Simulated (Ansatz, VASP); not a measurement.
**SnTeS (1T-SnSTe monolayer) in two plane-wave programs**

One calculation is typed for both programs; each brings its own data sets. How far apart do they land? The cell is taken from a series of runs on this material, whose earlier steps may have relaxed, scaled, displaced or heated it; both programs get it as it stands.

Program: Ansatz 0.2.0. Level of theory: plane waves, with VASP 6.6.1 beside it; single point at PBE with D3(BJ). Results are calculated unless marked as measured.

### Step 1. Starting point

The cell holds 3 atoms: 1 Te, 1 Sn and 1 S. Cell: a = 3.847 Å, b = 3.847 Å, c = 21.332 Å, α = 90.0°, β = 90.0°, γ = 120.0°. Vacuum lies along c.

Coordinates:

```xyz
3
Lattice="3.8468 0.0000 0.0000 -1.9234 3.3315 0.0000 0.0000 0.0000 21.3318" Properties=species:S:1:pos:R:3
Te    1.9234    1.1105    9.0000
Sn    0.0000    0.0000   10.9065
S     0.0000    2.2210   12.3318
```

### Step 2. VASP: single point, PBE with D3(BJ)

A single point gives forces, pressure and levels at one fixed geometry, so differences don't come from the geometry; what else differs is listed under the comparison.

Lines of VASP's logs that name or quote its potential files are left out, and so is its time.

INCAR

```
SYSTEM = SnTeS
PREC = Accurate
ENCUT = 400
EDIFF = 1E-06
NELM = 120
ISMEAR = -1
SIGMA = 0.02585
LREAL = .FALSE.
ALGO = Normal
GGA = PE
IVDW = 12
NBANDS = 19
LORBIT = 11
LWAVE = .FALSE.
LCHARG = .FALSE.
ISIF = 2
LDIPOL = .TRUE.
IDIPOL = 3
DIPOL = 0.5 0.5 0.504
LVHAR = .TRUE.
LASPH = .TRUE.
GGA_COMPAT = .FALSE.
NELMDL = -8
```

POSCAR

```
SnTeS
1.0
    3.8468342358      0.0000000000      0.0000000000
   -1.9234171179      3.3314561724      0.0000000000
    0.0000000000      0.0000000000     21.3318287162
Te Sn S
1 1 1
Direct
    0.6666666667      0.3333333333      0.4219047565
    0.0000000000      0.0000000000      0.5112799837
    0.3333333333      0.6666666667      0.5780952435
```

KPOINTS

```
Automatic mesh
0
Gamma
12 12 1
0 0 0
```

The projector-augmented-wave data sets are Te, Sn_d and S (PBE family, release 64).

Started as:

```bash
$ mpirun -np 1 vasp_std
```

Numbers of over 12 decimals in the logs are rounded to 6 here.

The log of the run:

```text
[banner, memory and clock lines left out]
running    1 mpi-ranks, on    1 nodes
 distrk:  each k-point on    1 cores,    1 groups
 distr:  one band on    1 cores,    1 groups

 POSCAR found type information on POSCAR TeSnS
 POSCAR found :  3 types and       3 ions
 LDA part: xc-table for (Slater+PW92), standard interpolation
 POSCAR, INCAR and KPOINTS ok, starting setup
 FFT: planning ... GRIDC
 FFT: planning ... GRID_SOFT
 FFT: planning ... GRID
 WAVECAR not read
 entering main loop
       N       E                     dE             d eps       ncg     rms          rms(c)
DAV:   1     0.157629710687E+03    0.15763E+03   -0.99166E+03   866   0.897E+02
DAV:   2     0.464134714389E+01   -0.15299E+03   -0.14921E+03   962   0.216E+02
DAV:   3    -0.113215450890E+02   -0.15963E+02   -0.15810E+02   920   0.835E+01
DAV:   4    -0.118414586216E+02   -0.51991E+00   -0.51906E+00  1053   0.173E+01
DAV:   5    -0.118500167886E+02   -0.85582E-02   -0.85578E-02  1075   0.203E+00
DAV:   6    -0.118501246955E+02   -0.10791E-03   -0.10791E-03  1072   0.207E-01
DAV:   7    -0.118501287039E+02   -0.40084E-05   -0.40081E-05  1124   0.351E-02
DAV:   8    -0.118501287630E+02   -0.59152E-07   -0.59368E-07   856   0.456E-03    0.755E+00
DAV:   9    -0.115456891862E+02    0.30444E+00   -0.14028E+00   995   0.815E+00    0.490E+00
DAV:  10    -0.115600036391E+02   -0.14314E-01   -0.92266E-01   868   0.474E+00    0.190E+00
DAV:  11    -0.115301670115E+02    0.29837E-01   -0.45990E-01   868   0.280E+00    0.502E-01
DAV:  12    -0.115256367448E+02    0.45303E-02   -0.46847E-02   910   0.118E+00    0.384E-01
DAV:  13    -0.115260878623E+02   -0.45112E-03   -0.78335E-03   838   0.444E-01    0.199E-01
DAV:  14    -0.115257611039E+02    0.32676E-03   -0.39810E-03   917   0.264E-01    0.126E-01
[...]
DAV:  20    -0.115258992904E+02   -0.89954E-05   -0.20130E-06   976   0.720E-03    0.177E-02
DAV:  21    -0.115259433926E+02   -0.44102E-04   -0.11311E-05   743   0.143E-02    0.764E-03
DAV:  22    -0.115259752759E+02   -0.31883E-04   -0.55475E-06   689   0.858E-03    0.551E-03
DAV:  23    -0.115259881949E+02   -0.12919E-04   -0.63124E-07   791   0.304E-03    0.505E-03
DAV:  24    -0.115259942756E+02   -0.60807E-05   -0.29639E-07   807   0.220E-03    0.477E-03
DAV:  25    -0.115259979151E+02   -0.36395E-05   -0.46393E-07   762   0.250E-03    0.328E-03
DAV:  26    -0.115259993999E+02   -0.14848E-05   -0.70688E-08   794   0.150E-03    0.176E-03
DAV:  27    -0.115259998969E+02   -0.49702E-06   -0.26612E-08   755   0.659E-04
   1 F= -.12319132E+02 E0= -.12317749E+02  d E =-.276557E-02
```

Parts of OUTCAR (step 2):

```text
ion  position               nearest neighbor table
   1  0.667  0.333  0.422-   2 2.93   2 2.93   2 2.93
   2  0.000  0.000  0.511-   3 2.64   3 2.64   3 2.64   1 2.93   1 2.93   1 2.93
   3  0.333  0.667  0.578-   2 2.64   2 2.64   2 2.64

  LATTYP: Found a hexagonal cell.
 ALAT       =     3.8468342358
 C/A-ratio  =     5.5452944964

 Subroutine GETGRP returns: Found  6 space group operations
 (whereof  6 operations were pure point group operations)

The static configuration has the point symmetry C_3v.

 Found     19 irreducible k-points:

   k-points           NKPTS =     19   k-points in BZ     NKDIM =     19   number of bands    NBANDS=     19

   dimension x,y,z NGX =    28 NGY =   28 NGZ =  140
   dimension x,y,z NGXF=    56 NGYF=   56 NGZF=  280

   ENCUT  =  400.0 eV  29.40 Ry    5.42 a.u.   6.27  6.27 34.79*2*pi/ulx,y,z

   NELECT =      26.0000    total number of electrons

 k-points in reciprocal lattice and weights: Automatic mesh
   0.00000000  0.00000000  0.00000000       0.007
   0.08333333  0.00000000  0.00000000       0.042
   0.16666667  0.00000000  0.00000000       0.042
   0.25000000  0.00000000  0.00000000       0.042
   0.33333333  0.00000000  0.00000000       0.042
   0.41666667  0.00000000  0.00000000       0.042
   0.50000000  0.00000000  0.00000000       0.021
   0.08333333  0.08333333  0.00000000       0.042
   0.16666667  0.08333333  0.00000000       0.083
[...]
0.33333333  0.25000000  0.00000000       0.083
   0.33333333  0.33333333  0.00000000       0.014

 dipolmoment           0.000000      0.000000      0.047233 electrons x Angstroem

 average (electrostatic) potential at core
       1 -95.9436       2-109.2777       3 -93.4828

 E-fermi :  -1.7790

 k-point     1 :       0.0000    0.0000    0.0000
  band No.  band energies     occupation
    ...
      7     -13.6282      2.00000
      8      -8.0697      2.00000
      9      -3.8971      2.00000
     10      -3.7186      2.00000
     11      -3.7186      2.00000
     12      -1.4913      0.00003
     13      -1.4913      0.00003
     14      -1.2769      0.00000
     15       1.2211      0.00000
     16       1.9034      0.00000
    ...

 k-point     2 :       0.0833    0.0000    0.0000
  band No.  band energies     occupation
    ...
      8      -8.0715      2.00000
      9      -4.1408      2.00000
     10      -3.8605      2.00000
     11      -3.8194      2.00000
     12      -2.1458      2.00000
     13      -1.5844      0.00107
     14      -0.9154      0.00000
     15       1.4454      0.00000
     16       1.8757      0.00000
     17       2.0606      0.00000
    ...

 k-point     3 :       0.1667    0.0000    0.0000
  band No.  band energies     occupation
    ...
      9      -4.9446      2.00000
     10      -4.0743      2.00000
     11      -3.7961      2.00000
     12      -3.1988      2.00000
     13      -1.8090      1.52271
     14      -0.6170      0.00000
     15       1.2169      0.00000
     16       2.4106      0.00000
     17       2.4335      0.00000
     18       3.1444      0.00000
    ...

 Edisp (eV)   -0.79313

  Total      -0.02599    -0.02599    -0.09643     0.00000     0.00000     0.00000
  in kB      -0.15232    -0.15232    -0.56517     0.00000     0.00000     0.00000
  external pressure =       -0.29 kB  Pullay stress =        0.00 kB

  energy-cutoff  :      400.00
  volume of cell :      273.38
      direct lattice vectors                 reciprocal lattice vectors
     3.846834236  0.000000000  0.000000000     0.259954014  0.150084520  0.000000000
    -1.923417118  3.331456172  0.000000000     0.000000000  0.300169040  0.000000000
     0.000000000  0.000000000 21.331828716     0.000000000  0.000000000  0.046878306

 POSITION                                       TOTAL-FORCE (eV/Angst)
 -----------------------------------------------------------------------------------
      1.92342      1.11049      9.00000        -0.000000      0.000000      0.040846
      0.00000      0.00000     10.90654        -0.000000     -0.000000     -0.047434
     -0.00000      2.22097     12.33183         0.000000      0.000000      0.006588
 -----------------------------------------------------------------------------------
    total drift:                               -0.000000     -0.000000     -0.001820

  FREE ENERGIE OF THE ION-ELECTRON SYSTEM (eV)
  ---------------------------------------------------
  free  energy   TOTEN  =       -12.3191322332 eV

  energy  without entropy=      -12.3163666637  energy(sigma->0) =      -12.31774945

 vacuum level on the upper side and lower side of the slab         3.650         2.983

 total charge
# of ion       s       p       d       tot
------------------------------------------
    1        1.401   1.951   0.029   3.382
    2        1.098   0.972  10.080  12.151
    3        1.365   2.296   0.000   3.661
--------------------------------------------------
tot          3.865   5.219  10.110  19.194

[... 3 further parts left out ...]
```

### Step 3. Ansatz: single point, PBE with D3(BJ)

Ansatz runs on its default PAW (the set named soft_2) files.

The same cell, functional, mesh and smearing now go to Ansatz, which takes its cutoff from its data sets.

input.yaml

```yaml
crystal:
  lattice:
    - [3.8468342358, 0.0, 0.0]
    - [-1.9234171179, 3.3314561724, 0.0]
    - [0.0, 0.0, 21.3318287162]
  atoms:
    - { symbol: Te, position: [0.6666666667, 0.3333333333, 0.4219047565] }
    - { symbol: Sn, position: [0.0, 0.0, 0.5112799837] }
    - { symbol: S, position: [0.3333333333, 0.6666666667, 0.5780952435] }
kpoints:
  mp_grid: { grid: [12, 12, 1] }
  band_path:
    path: [[0, 0, 0], [0.5, 0, 0], [0.33333333, 0.33333333, 0], [0, 0, 0]]
    npoints: 16
hamiltonian:
  xc: pbe
  dispersion: d3bj
scf:
  occupations: { method: fermi_dirac, width: 0.02585 }
  convergence: { dr2_threshold: 1.0e-10 }
efield:
  axis: 3
  dipole_correction: true
  ramp_position: 0.97
  ramp_width: 0.06
  amplitude: 0
output:
  dos: { projected: true, e_range: [-6, 5] }
  write_potential: true
  write_density: true
  volumetric_format: npy
  elf: true
```

Started as:

```bash
$ ansatz run input.yaml --threads 2 --pin off --max-ram 3072MiB --backend cpu --events-out ev --progress --plain --runs-dir out
```

The log of the run:

```text
Engine: ansatz 0.2.0, aarch64-unknown-linux-gnu
Pseudopotentials: kind: paw
Pseudopotential: Te, paw, valence charge 16, recommended cutoff 420 eV (normal), Te.paw.azcp
Pseudopotential: Sn, paw, valence charge 14, recommended cutoff 420 eV (normal), Sn.paw.azcp
Pseudopotential: S, paw, valence charge 6, recommended cutoff 420 eV (normal), S.paw.azcp
Functional definition: PBE
  parameter kappa = 0.804
  parameter beta = 0.066725
  exchange = pbe_x(kappa = kappa, mu = beta*pi^2/3)
  correlation = pbe_c(beta = beta)
Crystal: 3 atoms, lattice volume = 273.379 Å³
Basis set: ecut = 420 eV, 5351 PW (Γ)
Bands: 22, of which v1, the nominal top of the filled ones, is band 18 counted from 1 (17 counted from 0)
Symmetry: 6 space group operations
Space group: P3m1 (ITA 156), of the structure as read, at distance tolerance 6.5e-5 Å
k-points: 19 of 144 (time reversal used)
Non-local potential: Te, projectors of the file, l = 0: 2, l = 1: 2, l = 2: 2, l = 3: 2
Non-local potential: Sn, projectors of the file, l = 0: 2, l = 1: 2, l = 2: 2, l = 3: 2
Non-local potential: S, projectors of the file, l = 0: 2, l = 1: 2, l = 2: 2
PAW form: soft (Blöchl's): semilocal exchange-correlation on the pseudo side does not see the compensation charge
PAW one-centre angular grid: Te, 590 points (default); XC on 64 Gauss nodes
PAW one-centre angular grid: Sn, 590 points (default); XC on 64 Gauss nodes
PAW one-centre angular grid: S, 110 points (default); XC on 64 Gauss nodes
Initial density: superposition of atomic densities (neutral atoms: chi_scale 0, normalization atom), corrected by the library's trained network
Initial wavefunctions: pseudopotential atomic-orbital guess
Functional: x = pbe(κ = 0.804, μ = 0.219515), c = pbe(β = 0.066725)
SCF iter   1: F=—  HF=-13907.474196 eV  |F-HF|=—  |Δ(HF+E_count)|=         —  Δρ=2.72e-3  dr2=2.10e-1  ethr=1.77e-3  p=-0.084 e·Å  D=-5.59e-2 V/Å  ΔV_dip=1.19 eV  dr2_dipole=5.50e-2  V_vac-E_F(+/−)=5.70/4.51 eV  ⟨swp⟩=10.3  Hψ=2577  notcnv=0
efield: sawtooth ramp at fractional position 0.9700 (set: `efield.ramp_position`, or a place that a band, a saddle search or an elastic batch's reference lends), width 0.0600; the density the first Hamiltonian is built on has a dipole p = -0.084 e·Å; the dipole correction subtracts the counter field D = -5.59e-2 V/Å, which shifts the + side's vacuum level by +1.19 eV against the − side's; the planar-averaged density in the ramp window peaks in size at 5.0e-6 e/Å³
preconditioner: auto → LDOS  [insulator: Δε(μ)=0.185 eV  Ē_g=8.671 eV  σ=0.026 eV  W_gap=0.87  n_scr=30 (ndim 8)  ℏωp=9.0 eV  f_vac=0.670  D(μ)=0.55/eV (n_scr^D=4)  ε∞_Penn≈2.1  β→1.0]
SCF iter   2: F=—  HF=-13907.501173 eV  |F-HF|=—  |Δ(HF+E_count)|=   2.70e-2  Δρ=4.12e-3  dr2=5.14e-1  ethr=5.85e-4  p=0.001 e·Å  D=5.51e-4 V/Å  ΔV_dip=-0.01 eV  dr2_dipole=1.39e-1  V_vac-E_F(+/−)=5.11/5.12 eV  ⟨swp⟩=3.2  Hψ=721  notcnv=1  recentre
SCF iter   3: F=—  HF=-13907.454381 eV  |F-HF|=—  |Δ(HF+E_count)|=   4.68e-2  Δρ=7.39e-4  dr2=1.19e-2  ethr=5.85e-4  p=-0.056 e·Å  D=-3.71e-2 V/Å  ΔV_dip=0.79 eV  dr2_dipole=2.62e-3  V_vac-E_F(+/−)=5.52/4.73 eV  ⟨swp⟩=3.0  Hψ=592  notcnv=0
SCF iter   4: F=—  HF=-13907.453955 eV  |F-HF|=—  |Δ(HF+E_count)|=   4.26e-4  Δρ=4.05e-4  dr2=1.23e-3  ethr=3.31e-5  p=-0.050 e·Å  D=-3.29e-2 V/Å  ΔV_dip=0.70 eV  dr2_dipole=1.16e-5  V_vac-E_F(+/−)=5.42/4.72 eV  ⟨swp⟩=3.5  Hψ=773  notcnv=0
SCF iter   5: F=—  HF=-13907.453618 eV  |F-HF|=—  |Δ(HF+E_count)|=   3.37e-4  Δρ=8.71e-5  dr2=2.54e-5  ethr=3.40e-6  p=-0.049 e·Å  D=-3.25e-2 V/Å  ΔV_dip=0.69 eV  dr2_dipole=3.22e-6  V_vac-E_F(+/−)=5.45/4.76 eV  ⟨swp⟩=2.7  Hψ=780  notcnv=0
SCF iter   6: F=—  HF=-13907.453629 eV  |F-HF|=—  |Δ(HF+E_count)|=   1.06e-5  Δρ=3.48e-5  dr2=5.59e-6  ethr=7.06e-8  p=-0.049 e·Å  D=-3.22e-2 V/Å  ΔV_dip=0.69 eV  dr2_dipole=3.17e-7  V_vac-E_F(+/−)=5.45/4.76 eV  ⟨swp⟩=2.0  Hψ=760  notcnv=0
SCF iter   7: F=—  HF=-13907.453632 eV  |F-HF|=—  |Δ(HF+E_count)|=   3.24e-6  Δρ=9.86e-6  dr2=1.36e-6  ethr=1.55e-8  p=-0.049 e·Å  D=-3.22e-2 V/Å  ΔV_dip=0.69 eV  dr2_dipole=3.10e-7  V_vac-E_F(+/−)=5.45/4.76 eV  ⟨swp⟩=2.0  Hψ=664  notcnv=0
SCF iter   8: F=—  HF=-13907.453664 eV  |F-HF|=—  |Δ(HF+E_count)|=   3.16e-5  Δρ=3.33e-6  dr2=3.36e-8  ethr=3.77e-9  p=-0.049 e·Å  D=-3.23e-2 V/Å  ΔV_dip=0.69 eV  dr2_dipole=4.60e-10  V_vac-E_F(+/−)=5.45/4.76 eV  ⟨swp⟩=2.6  Hψ=709  notcnv=0
SCF iter   9: F=—  HF=-13907.453664 eV  |F-HF|=—  |Δ(HF+E_count)|=   1.12e-8  Δρ=8.40e-7  dr2=3.69e-9  ethr=9.32e-11  p=-0.049 e·Å  D=-3.23e-2 V/Å  ΔV_dip=0.69 eV  dr2_dipole=5.56e-10  V_vac-E_F(+/−)=5.45/4.76 eV  ⟨swp⟩=2.0  Hψ=664  notcnv=0
SCF iter  10: F=—  HF=-13907.453664 eV  |F-HF|=—  |Δ(HF+E_count)|=   2.31e-9  Δρ=2.37e-7  dr2=1.46e-10  ethr=1.03e-11  p=-0.049 e·Å  D=-3.23e-2 V/Å  ΔV_dip=0.69 eV  dr2_dipole=1.32e-11  V_vac-E_F(+/−)=5.45/4.76 eV  ⟨swp⟩=2.9  Hψ=754  notcnv=0
SCF iter  11: F=-13907.453664 eV  HF=-13907.453664 eV  |F-HF|=4.18e-11  |Δ(HF+E_count)|=  4.42e-10  Δρ=6.11e-8  dr2=1.15e-11  ethr=1.00e-12  p=-0.049 e·Å  D=-3.23e-2 V/Å  ΔV_dip=0.69 eV  dr2_dipole=1.45e-12  V_vac-E_F(+/−)=5.45/4.76 eV  ⟨swp⟩=3.5  Hψ=1127  notcnv=0
SCF 1 converged in 11 iterations: F = -13907.453664 eV  dr2 = 1.15e-11
  greatest PAW one-centre occupation: 0.998 electrons in one spin orbital (limit 2), on the Te atom at site 0 (counted from 0), in its partial waves of l = 2
NSCF: frozen V_eff on 49 k-points
efield: sawtooth ramp at fractional position 0.9700 (kept from the solve that this one continues, or follows in the run), width 0.0600; the density the first Hamiltonian is built on has a dipole p = -0.049 e·Å; the dipole correction subtracts the counter field D = -3.23e-2 V/Å, which shifts the + side's vacuum level by +0.69 eV against the − side's; the planar-averaged density in the ramp window peaks in size at 2.7e-6 e/Å³
WARN: The output density's exchange-correlation potential varies sharply where the density is thin. Do not read a vacuum level from v_tot or v_xc, or from such a field of the output density. On a cell that repeats whose density bears no net charge and no dipole along the vacuum's axis use v_es (v_loc + v_h of the components); under efield.dipole_correction with no amplitude use v_es + v_field, which holds any externa [...]
SCF converged after 11 iterations
Free energy (F): -13907.453664 eV
Harris-Foulkes:  -13907.453664 eV  (|F-HF|=4.18e-11)
Internal energy: -13907.450953 eV  (E = F + TS)
E sigma→0 (E₀):  -13907.452309 eV
Entropy (-TS):   -0.002710 eV (-0.903 meV/atom)
Fermi energy:    -1.069625 eV
Dipole field:    D = -0.032279 V/Å  (p = -0.048767 e·Å, saw-weighted, corrected)
Work function:   Φ+ = 5.4474 eV   Φ− = 4.7589 eV
Levels:          The Fermi level and band energies are counted from a zero that moves with the ramp; work functions are not
--- Per-component energies (eV) ---
  E_band       = -709.579649
  E_kinetic    = 473.107210
  E_local      = -21994.345451  (includes V_loc(G=0)·N_el)
  E_nonlocal   = -312.667981
  E_hartree    = 11078.173764
  E_xc         = -601.977948
  E_vxc        = -285.289724  (∫ρ·V_xc dr)
  E_paw        = -9402.898886  (= ΣΔE_a)
  E_vpaw       = -746.303658  (= ΣTr[D̂ρ^β])
  E_aug_tail   = -0.000193  (compensation charges beyond the density's cutoff)
  E_efield     = 0.000787  (sawtooth field / dipole correction)
  E_vefield    = -0.427425  (∫n·V_field dr)
  E_ewald      = 6853.950958
  E_disp       = -0.793215  (pairwise vdW)
  E_smearing   = -0.002710  (= −TS)
  E_closure    = -0.000000  (closes the sum)
  Σ components = -13907.453664   (vs F -13907.453664, Δ=0.00e0)
--- Band table (eV; the first three rows and the last of 19) ---
  k-point 0: bands = [... 14 lower, -3.0048, -3.0048, -0.7833, -0.7833, -0.5680, 1.9339, 2.6138, 2.6138]
  k-point 1: bands = [... 14 lower, -3.1455, -3.1056, -1.4360, -0.8761, -0.2062, 2.1564, 2.5848, 2.7705]
  k-point 2: bands = [... 14 lower, -3.3605, -3.0814, -2.4877, -1.1003, 0.0935, 1.9271, 3.1197, 3.1416]
  k-point 18: bands = [... 14 lower, -5.1934, -5.1076, -3.0077, -2.5343, -0.4983, 2.6642, 3.2553, 3.9337]
```

The column dr2 measures how far the density is from self-consistency, as an energy; F and HF (Harris–Foulkes) agree once it is small.

### Step 4. Differences

Known differences besides the potentials themselves: the data sets hold 36 valence electrons in Ansatz (on its default PAW (the set named soft_2) files) and 26 in VASP; the cutoff is 420 eV in Ansatz and 400 eV in VASP. Total energies have different zeros and are not compared.

Both answers:

| quantity | Ansatz | VASP | difference |
| --- | --- | --- | --- |
| work function, lower of the two faces (eV) | 4.76 | 4.76 | 0.00 |
| work function, higher of the two faces (eV) | 5.45 | 5.43 | +0.02 |

With vacuum in the cell, a pressure given here is an average over mostly empty space and none of the material.

### Step 5. Summary of results

```
difference in work function, higher of the two faces (single point, PBE with D3(BJ)) : 0.018 eV
```

**Reading.** The difference in work function, higher of the two faces is 0.018 eV (single point, PBE with D3(BJ)). The data sets hold unlike numbers of valence electrons (36 in Ansatz and 26 in VASP), so part of the differences comes from the potentials. Such differences can come from data sets, numerical settings and the points named under the comparisons, not from the functional's error against experiment.

[Lines on the potential files, build, host, timing and source positions are cut from VASP's logs without a mark.]

[Logs are printed without paths, hosts, clocks, repeated set-up lines and the standing remarks that a program may print on its own settings, such as how far it seeks lower states.]

[Hosts, paths, dates, database ids (printed as entryN), source tags and the programs' standing remarks are cut or masked in the printed files.]
